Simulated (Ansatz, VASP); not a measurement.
# One calculation of NaB, two programs

File INCAR:

```
PREC = Accurate
ENCUT = 520
EDIFF = 1E-7
ISMEAR = 0
SIGMA = 0.1
LREAL = F
LASPH = T
NELM = 100
ALGO = Normal
ISIF = 2
LWAVE = F
LCHARG = F
GGA = PE
NBANDS = 12
```

Contents of KPOINTS:

```
Automatic mesh
0
Gamma
  8 8 8
```

Contents of POSCAR:

```
NaB
1.0
    0.0000000000      2.6838690000      2.6838690000
    2.6838690000      0.0000000000      2.6838690000
    2.6838690000      2.6838690000      0.0000000000
Na B
1 1
Direct
    0.0000000000      0.0000000000      0.0000000000
    0.5000000000      0.5000000000      0.5000000000
```

Input for Ansatz:

```yaml
crystal:
  lattice:
    - [0.0, 2.683869, 2.683869]
    - [2.683869, 0.0, 2.683869]
    - [2.683869, 2.683869, 0.0]
  atoms:
    - { symbol: Na, position: [0.0, 0.0, 0.0] }
    - { symbol: B, position: [0.5, 0.5, 0.5] }
basis:
  ecutwfc: 420
kpoints:
  mp_grid: { grid: [8, 8, 8] }
hamiltonian:
  xc: pbe
scf:
  occupations: { method: gaussian, width: 0.1 }
output:
  forces: true
  stress: true
  eigenvalues: true
```

The cell comes from a database or a generator and needn't be the stable form of this composition.

Alike in both runs: task single point; functional PBE; k mesh 8 × 8 × 8; occupations gaussian, width 0.1 eV; no spin polarisation.

|  | VASP | Ansatz |
| --- | --- | --- |
| version | VASP 6.6.1 | Ansatz 0.2.0 |
| potentials or method | VASP PAW PBE potentials, release 64 (Na_pv, B) | scalar-relativistic, plane waves, PAW |
| plane-wave cutoff (eV) | 520 | 420 |
| valence electrons in the cell | 10 | 12 |

```csv
,VASP,Ansatz,Ansatz less VASP
gap on the k mesh at the Fermi level (eV),none,none,-
pressure (GPa),0.1,0.1,-0.03
```

A gap of «none» marks a metal or a gap that the smearing closes. The functional is the same, so the differences come from potentials, cutoffs and numerics. The two sets of potentials don't hold the same shells in valence.
